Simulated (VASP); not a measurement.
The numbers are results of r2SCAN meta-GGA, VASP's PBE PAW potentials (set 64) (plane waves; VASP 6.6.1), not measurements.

VASP ran on this input.

File KPOINTS:
```
Automatic
0
G
  10 10 6
0 0 0
```

**INCAR**
```
# general
SYSTEM  = Tb
PREC    = Accurate
ENCUT   = 480
LREAL   = .FALSE.
LASPH   = .TRUE.

# electronic loop
EDIFF   = 1E-7
NELM    = 100
ALGO    = Normal
LMAXMIX = 6
LMIXTAU = .TRUE.

# smearing
ISMEAR  = 1
SIGMA   = 0.1

# functional
METAGGA = R2SCAN

# ions
IBRION  = 2
NSW     = 30
ISIF    = 2
EDIFFG  = -0.01

# output
LWAVE   = .FALSE.
LCHARG  = .FALSE.
```

### POSCAR
```
Tb
1
    1.8356922876    -3.1795118286    -0.0158975591
    1.8356922876     3.1795118286     0.0158975591
    0.0000000000     0.0280182644     5.6036528858
Tb
2
Direct
  0.3333330000   0.6666670000   0.2500000000
  0.6666670000   0.3333330000   0.7500000000
```

POTCAR, in this order: Tb_3 (PBE.64 set). Program: vasp_std.

What VASP printed:

### OSZICAR
```
       N       E                     dE             d eps       ncg     rms          rms(c)
DAV:   1    -0.138166086049E+02   -0.13817E+02   -0.89391E+03  4472   0.121E+03
DAV:   2    -0.626244639065E+02   -0.48808E+02   -0.47774E+02  4772   0.253E+02
DAV:   3    -0.648445551239E+02   -0.22201E+01   -0.20373E+01  6122   0.314E+01
DAV:   4    -0.648968441067E+02   -0.52289E-01   -0.51923E-01  5355   0.485E+00
DAV:   5    -0.648984052020E+02   -0.15611E-02   -0.15618E-02  6769   0.668E-01    0.280E+01
DAV:   6    -0.627661402858E+02    0.21323E+01   -0.39816E-01  4577   0.689E+00    0.153E+01
DAV:   7    -0.612440108111E+02    0.15221E+01   -0.58145E-01  5252   0.737E+00    0.156E+00
DAV:   8    -0.625266416809E+02   -0.12826E+01   -0.56139E-01  4867   0.677E+00    0.338E+00
DAV:   9    -0.625518174731E+02   -0.25176E-01   -0.29216E-02  4852   0.164E+00    0.138E+00
DAV:  10    -0.624184347253E+02    0.13338E+00   -0.16980E-02  4612   0.151E+00    0.157E+00
DAV:  11    -0.624219314174E+02   -0.34967E-02   -0.21222E-03  5482   0.565E-01    0.118E+00
DAV:  12    -0.624393116870E+02   -0.17380E-01   -0.85621E-02  4472   0.344E+00    0.485E-01
DAV:  13    -0.624377563107E+02    0.15554E-02   -0.10172E-03  5465   0.305E-01    0.585E-01
DAV:  14    -0.624425328986E+02   -0.47766E-02   -0.22652E-03  4602   0.456E-01    0.280E-01
DAV:  15    -0.624424028750E+02    0.13002E-03   -0.48690E-05  5512   0.758E-02    0.266E-01
DAV:  16    -0.624426707352E+02   -0.26786E-03   -0.54013E-05  4787   0.783E-02    0.254E-01
DAV:  17    -0.624426534205E+02    0.17315E-04   -0.30355E-04  4792   0.182E-01    0.454E-01
DAV:  18    -0.624427242005E+02   -0.70780E-04   -0.25545E-05  5587   0.454E-02    0.475E-01
DAV:  19    -0.624424659238E+02    0.25828E-03   -0.40324E-05  4822   0.721E-02    0.475E-01
DAV:  20    -0.624430798244E+02   -0.61390E-03   -0.87792E-04  4897   0.279E-01    0.410E-01
DAV:  21    -0.624429800911E+02    0.99733E-04   -0.11069E-04  5247   0.101E-01    0.167E-01
DAV:  22    -0.624430071369E+02   -0.27046E-04   -0.16975E-04  4772   0.115E-01    0.880E-02
DAV:  23    -0.624430032244E+02    0.39126E-05   -0.56556E-06  5477   0.230E-02    0.640E-02
DAV:  24    -0.624430121348E+02   -0.89104E-05   -0.47376E-06  4807   0.266E-02    0.311E-02
DAV:  25    -0.624430034342E+02    0.87006E-05   -0.10297E-05  4817   0.285E-02    0.287E-02
DAV:  26    -0.624430027137E+02    0.72050E-06   -0.12862E-06  4917   0.984E-03    0.117E-02
DAV:  27    -0.624430031278E+02   -0.41415E-06   -0.41708E-07  5232   0.653E-03    0.931E-03
DAV:  28    -0.624430031034E+02    0.24458E-07   -0.17764E-07  4246   0.429E-03
   1 F= -.62443003E+02 E0= -.62443484E+02  d E =-.624430E+02
```

File OUTCAR:
```
------------------------ aborting loop because EDIFF is reached ----------------------------------------
  FORCE on cell =-STRESS in cart. coord.  units (eV):
  Direction    XX          YY          ZZ          XY          YZ          ZX
  --------------------------------------------------------------------------------------
  Total       -0.0096187     -0.0094647     -0.0069374      0.0000000     -0.1141214      0.0000000
  in kB       -0.2355997     -0.2318273     -0.1699258      0.0000000     -2.7952910      0.0000000
  external PRESSURE =      -0.2124509 kB  Pullay stress =       0.0000000 kB
  volume of cell :       65.41
      direct lattice vectors                 reciprocal lattice vectors
     1.835692288 -3.179511829 -0.015897559     0.272376805 -0.157260777  0.000786304
     1.835692288  3.179511829  0.015897559     0.272376805  0.157260777 -0.000786304
     0.000000000  0.028018264  5.603652886     0.000000000 -0.000892297  0.178459484
 POSITION                                       TOTAL-FORCE (eV/Angst)
 -----------------------------------------------------------------------------------
      1.83569      1.06684      1.40621         0.000000      0.000486     -0.000086
      1.83569     -1.03883      4.19744         0.000000     -0.000486      0.000086
 -----------------------------------------------------------------------------------
    total drift:                                0.000000      0.000000      0.000000
  FREE ENERGIE OF THE ION-ELECTRON SYSTEM (eV)
  ---------------------------------------------------
  free  energy   TOTEN  =       -62.4430031034 eV

  energy  without entropy=      -62.4444464312  energy(sigma->0) =      -62.44348421

 reached required accuracy - stopping structural energy minimisation
```
(Selected blocks of OUTCAR.)

The 4f electrons are frozen in the core of the lanthanide potential, so 4f levels, which can set the real gap, and their magnetism are missing.

The compound is Tb in the hcp structure. This cell was strained or had an atom moved on purpose.
